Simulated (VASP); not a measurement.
# RuSe (Fm-3m) in VASP: single point with LDA

Aim: the single point of RuSe with LDA.

All numbers are computed with VASP 6.6.1; they aren't measurements. Logs are shortened: lines on timing, memory, paths and dates and some standing lists are left out, and cuts for length are marked.

## (1) Starting point

Symmetry: Fm-3m, No. 225, cubic system. Conventional cell: a = 5.355 Å, b = 5.355 Å, c = 5.355 Å, α = 90.00°, β = 90.00°, γ = 90.00°. Around Ru (site symmetry m-3m) lie 6 Se at 2.68 Å. Se (site symmetry m-3m) has 6 Ru at 2.68 Å as nearest neighbours.

The cell comes from a database or a generator and needn't be the stable form of this composition.

## (2) Single point, LDA, non-collinear spin, random start

Contents of INCAR:

```
SYSTEM = RuSe
  PREC = Accurate
  ENCUT = 520
  EDIFF = 1E-6
  ISMEAR = 0
  SIGMA = 0.05
  LREAL = .FALSE.
  LASPH = .TRUE.
  NELM = 60
  ALGO = Normal
  ISIF = 2
  LWAVE = .FALSE.
  LCHARG = .FALSE.
  LNONCOLLINEAR = .TRUE.
  MAGMOM = 0.135 0.075 0.111 0 0 0
  LORBIT = 11
  LMAXMIX = 4
```

Contents of KPOINTS:

```
regular mesh
0
G
  6 6 6
  0 0 0
```

Contents of POSCAR:

```
RuSe
1.0
    0.0000000000      2.6776164100      2.6776164100
    2.6776164100      0.0000000000      2.6776164100
    2.6776164100      2.6776164100      0.0000000000
Ru Se
1 1
Direct
    0.5000000000      0.5000000000      0.5000000000
    0.0000000000      0.0000000000      0.0000000000
```

Potentials or basis: VASP PAW LDA potentials, release 64 (Ru_pv, Se).

On the command line:

```bash
$ cat potpaw_LDA.64/Ru_pv/POTCAR potpaw_LDA.64/Se/POTCAR > POTCAR
$ mpirun -np 1 vasp_ncl > vasp.out
```

OUTCAR:

```text
SYSTEM = RuSe
   PREC = Accurate
   ENCUT = 520
   EDIFF = 1E-6
   ISMEAR = 0
   LREAL = .FALSE.
   LASPH = .TRUE.
   NELM = 60
   ISIF = 2
   LNONCOLLINEAR = .TRUE.
   LORBIT = 11

 ion  position               nearest neighbor table
   1  0.500  0.500  0.500-   2 2.68   2 2.68   2 2.68   2 2.68   2 2.68   2 2.68
   2  0.000  0.000  0.000-   1 2.68   1 2.68   1 2.68   1 2.68   1 2.68   1 2.68

  LATTYP: Found a face centered cubic cell.
 ALAT       =     5.3552328200

  Lattice vectors:

 A1 = (   0.0000000000,   2.6776164100,   2.6776164100)
 A2 = (   2.6776164100,   0.0000000000,   2.6776164100)
 A3 = (   2.6776164100,   2.6776164100,   0.0000000000)

Analysis of symmetry for initial positions (statically):
=====================================================================
 Subroutine PRICEL returns:
 Original cell was already a primitive cell.

 Routine SETGRP: Setting up the symmetry group for a
 face centered cubic supercell.

 Subroutine GETGRP returns: Found 48 space group operations
 (whereof 48 operations were pure point group operations)
 out of a pool of 48 trial point group operations.

The static configuration has the point symmetry O_h .

Analysis of symmetry for dynamics (positions and initial velocities):
=====================================================================
 Subroutine PRICEL returns:
 Original cell was already a primitive cell.

 Routine SETGRP: Setting up the symmetry group for a
 face centered cubic supercell.

 Subroutine GETGRP returns: Found 48 space group operations
 (whereof 48 operations were pure point group operations)
 out of a pool of 48 trial point group operations.

The dynamic configuration has the point symmetry O_h .

Analysis of structural, dynamic, and magnetic symmetry:
=====================================================================
 Subroutine PRICEL returns:
 Original cell was already a primitive cell.

 Routine SETGRP: Setting up the symmetry group for a
 face centered cubic supercell.

 Subroutine GETGRP returns: Found  2 space group operations
 (whereof  2 operations were pure point group operations)
 out of a pool of 48 trial point group operations.

The overall configuration has the point symmetry S_2 .

 Subroutine INISYM returns: Found  2 space group operations
 (whereof  2 operations are pure point group operations),
 and found     1 'primitive' translations

----------------------------------------------------------------------------------------

                                     Primitive cell

  volume of cell :      38.3950

  direct lattice vectors                    reciprocal lattice vectors
     0.000000000  2.677616410  2.677616410    -0.186733245  0.186733245  0.186733245
     2.677616410  0.000000000  2.677616410     0.186733245 -0.186733245  0.186733245
     2.677616410  2.677616410  0.000000000     0.186733245  0.186733245 -0.186733245

  length of vectors
     3.786721442  3.786721442  3.786721442     0.323431467  0.323431467  0.323431467

  position of ions in fractional coordinates (direct lattice)
     0.500000000  0.500000000  0.500000000
     0.000000000  0.000000000  0.000000000

  ion indices of the primitive-cell ions
   primitive index   ion index
                 1           1
                 2           2

----------------------------------------------------------------------------------------

 KPOINTS: regular mesh

Automatic generation of k-mesh.
 Grid dimensions read from file:
 generate k-points for:    6    6    6

 Generating k-lattice:

  Cartesian coordinates                     Fractional coordinates (reciprocal lattice)
    -0.031122207  0.031122207  0.031122207     0.166666667  0.000000000  0.000000000
     0.031122207 -0.031122207  0.031122207     0.000000000  0.166666667  0.000000000
     0.031122207  0.031122207 -0.031122207     0.000000000  0.000000000  0.166666667

  Length of vectors
     0.053905245  0.053905245  0.053905245

  Shift w.r.t. Gamma in fractional coordinates (k-lattice)
     0.000000000  0.000000000  0.000000000

 Subroutine IBZKPT returns following result:
 ===========================================

 Found    112 irreducible k-points:

 Following reciprocal coordinates:
            Coordinates               Weight
  0.000000  0.000000  0.000000      1.000000
  0.166667  0.000000  0.000000      2.000000
  0.000000  0.166667  0.000000      2.000000
  0.000000  0.000000  0.166667      2.000000
  0.166667  0.166667  0.166667      2.000000
  0.333333  0.000000  0.000000      2.000000
[... 16 lines left out ...]
  0.166667 -0.166667 -0.166667      2.000000
  0.333333  0.333333  0.166667      2.000000
 [... further k-points ...]
   k-points           NKPTS =    112   k-points in BZ     NKDIM =    112   number of bands    NBANDS=     28
   number of dos      NEDOS =    301   number of ions     NIONS =      2
   total plane-waves  NPLWV =  21952
   dimension x,y,z NGX =    28 NGY =   28 NGZ =   28
   dimension x,y,z NGXF=    56 NGYF=   56 NGZF=   56
   ions per type =               1   1
   NGX,Y,Z   is equivalent  to a cutoff of  12.29, 12.29, 12.29 a.u.
   NGXF,Y,Z  is equivalent  to a cutoff of  24.59, 24.59, 24.59 a.u.
 SYSTEM =  RuSe
   PREC   = accura    normal or accurate (medium, high low for compatibility)
   ISTART =      0    job   : 0-new  1-cont  2-samecut
   ICHARG =      2    charge: 1-file 2-atom 10-const
   ISPIN  =      1    spin polarized calculation?
   LNONCOLLINEAR =      T non collinear calculations
   LSORBIT =      F    spin-orbit coupling
   LASPH  =      T    aspherical Exc in radial PAW
   ENCUT  =  520.0 eV  38.22 Ry    6.18 a.u.   7.04  7.04  7.04*2*pi/ulx,y,z
   NELM   =     60;   NELMIN=  2; NELMDL= -5     # of ELM steps
   EDIFF  = 0.1E-05   stopping-criterion for ELM
   LREAL  =      F    real-space projection
   EDIFFG = 0.1E-04   stopping-criterion for IOM
   NSW    =      0    number of steps for IOM
   IBRION =     -1    ionic relax: 0-MD 1-quasi-New 2-CG
   NFREE  =      0    steps in history (QN), initial steepest desc. (CG)
   ISIF   =      2    stress and relaxation
   ISYM   =      2    0-nonsym 1-usesym 2-fastsym
   POTIM  = 0.5000    time-step for ionic-motion
   TEBEG  =    0.0;   TEEND  =   0.0 temperature during run
   PSTRESS=    0.0 pullay stress
   NELECT =      20.0000    total number of electrons
   NUPDOWN=      -1.0000    fix difference up-down
   EMIN   =  10.00;   EMAX   =-10.00  energy-range for DOS
   EFERMI =   0.00;   METHOD = LEGACY
   ISMEAR =     0;   SIGMA  =   0.05  broadening in eV -4-tet -1-fermi 0-gaus
   EFERMI_NEDOS =   21; number of points for ismear=-14 and -15
   IALGO  =     38    algorithm
   IMIX   =      4    mixing-type and parameters
     AMIX     =   0.40;   BMIX     =  1.00
     AMIX_MAG =   1.60;   BMIX_MAG =  1.00
  volume/ion in A,a.u.               =      19.20       129.55
  Fermi-wavevector in a.u.,A,eV,Ry     =   1.317225  2.489193 23.607202  1.735080
  Thomas-Fermi vector in A             =   2.447281
   LORBIT       =     11    0 simple, 1 ext, 2 COOP (PROOUT), +10 PAW based schemes
   GGA     = CA    functional components
   LHFCALC =     F    Hartree Fock is set to
   AEXX    =    0.0000 exact exchange contribution
   IVDW    =     0    specifies the selected vdW correction
   LEPSILON=     F    determine dielectric tensor
   LRPA    =     F    only Hartree local field effects (RPA)
 Gauss-broadening in eV      SIGMA  =   0.05
  energy-cutoff  :      520.00
  volume of cell :       38.40
 maximum number of plane-waves:      2112
   NGX = 15   NGY = 15   NGZ = 15

 number of electron      19.9999996 magnetization       0.0460411      0.0255937      0.0378851

 Free energy of the ion-electron system (eV)
  ---------------------------------------------------
  ext. energy  EPLUGINS =         0.00000000
  ---------------------------------------------------
  free energy    TOTEN  =       -13.41182027 eV

  energy without entropy =      -13.40620015  energy(sigma->0) =      -13.40901021

 E-fermi :   6.8841     XC(G=0): -11.5233

 val. band max:        6.8779895957   @ k =   0.0000   0.5000   0.0000
 cond. band min:       6.8998986662   @ k =   0.3333   0.5000   0.1667
 fundamental gap:      0.0219090705
 Fermi energy:         6.8840608791

 k-point     1 :       0.0000    0.0000    0.0000
  band No.  band energies     occupation
      1     -34.9399      1.00000
      2     -34.9399      1.00000
      3     -34.9399      1.00000
      4     -34.9034      1.00000
      5     -34.9034      1.00000
      6     -34.9034      1.00000
[... 20 lines left out ...]
     27      16.6293      0.00000
     28      16.6351      0.00000

 k-point     2 :       0.1667    0.0000    0.0000
  band No.  band energies     occupation
      1     -34.9470      1.00000
      2     -34.9407      1.00000
      3     -34.9407      1.00000
      4     -34.9105      1.00000
      5     -34.9042      1.00000
      6     -34.9042      1.00000
[... 674 lines left out ...]
 k-point    24 :       0.3333    0.3333    0.1667
  band No.  band energies     occupation
      1     -34.9567      1.00000
      2     -34.9446      1.00000
      3     -34.9443      1.00000
      4     -34.9201      1.00000
      5     -34.9081      1.00000
      6     -34.9078      1.00000
[... 20 lines left out ...]
     27      13.5995      0.00000
     28      13.6103      0.00000

 [... further k-points ...]

------------------------ aborting loop because EDIFF is reached ----------------------------------------

  FORCE on cell =-STRESS in cart. coord.  units (eV):
  Direction    XX          YY          ZZ          XY          YZ          ZX
  --------------------------------------------------------------------------------------
  -------------------------------------------------------------------------------------
  Total       -4.9104398     -4.9104398     -4.9104523      0.0000021     -0.0000028      0.0000028
  in kB     -204.9065735   -204.9065758   -204.9070982      0.0000868     -0.0001160      0.0001164
  external PRESSURE =    -204.9067492 kB  Pullay stress =       0.0000000 kB

 VOLUME and BASIS-vectors are now :
 -----------------------------------------------------------------------------
  energy-cutoff  :      520.00
  volume of cell :       38.40
      direct lattice vectors                 reciprocal lattice vectors
     0.000000000  2.677616410  2.677616410    -0.186733245  0.186733245  0.186733245
     2.677616410  0.000000000  2.677616410     0.186733245 -0.186733245  0.186733245
     2.677616410  2.677616410  0.000000000     0.186733245  0.186733245 -0.186733245

 POSITION                                       TOTAL-FORCE (eV/Angst)
 -----------------------------------------------------------------------------------
      2.67762      2.67762      2.67762        -0.000000      0.000000      0.000000
      0.00000      0.00000      0.00000         0.000000      0.000000     -0.000000
 -----------------------------------------------------------------------------------
    total drift:                                0.000000      0.000000      0.000000

  FREE ENERGIE OF THE ION-ELECTRON SYSTEM (eV)
  ---------------------------------------------------
  free  energy   TOTEN  =       -13.4118202731 eV

  energy  without entropy=      -13.4062001545  energy(sigma->0) =      -13.40901021

 total charge

# of ion       s       p       d       tot
------------------------------------------
    1        0.241   6.103   6.081  12.426
    2        1.449   2.228   0.075   3.753
--------------------------------------------------
tot          1.691   8.332   6.157  16.179

 magnetization (x)

# of ion       s       p       d       tot
------------------------------------------
    1        0.002   0.000   0.038   0.040
    2        0.000   0.002   0.000   0.003
--------------------------------------------------
tot          0.002   0.002   0.038   0.043

 magnetization (y)

# of ion       s       p       d       tot
------------------------------------------
    1        0.001   0.000   0.021   0.022
    2        0.000   0.001   0.000   0.001
--------------------------------------------------
tot          0.001   0.001   0.021   0.024

 magnetization (z)

# of ion       s       p       d       tot
------------------------------------------
    1        0.002   0.000   0.031   0.033
    2        0.000   0.002   0.000   0.002
--------------------------------------------------
tot          0.002   0.002   0.032   0.035
```

Wall time 4.7 min (1 thread of Intel Xeon Platinum 8375C at 2.90GHz (Ice Lake), shared host); peak memory 0.33 GiB.

Results:

* Free energy: -13.4118 eV
* Pressure: -20.5 GPa
* Band gap on the k mesh: none (metal or under the smearing width)
* Net moment: 0.06 μB per cell
* Valence electrons inside the program's atomic spheres: Ru 12.43; Se 3.75

Moments on the atoms (μB; x, y, z):
```
Ru  0.04 0.02 0.03
Se  0.00 0.00 0.00
```

Caveat: so large a pressure means that the cell lies far from this level's equilibrium, or that cutoff or potentials fall short.
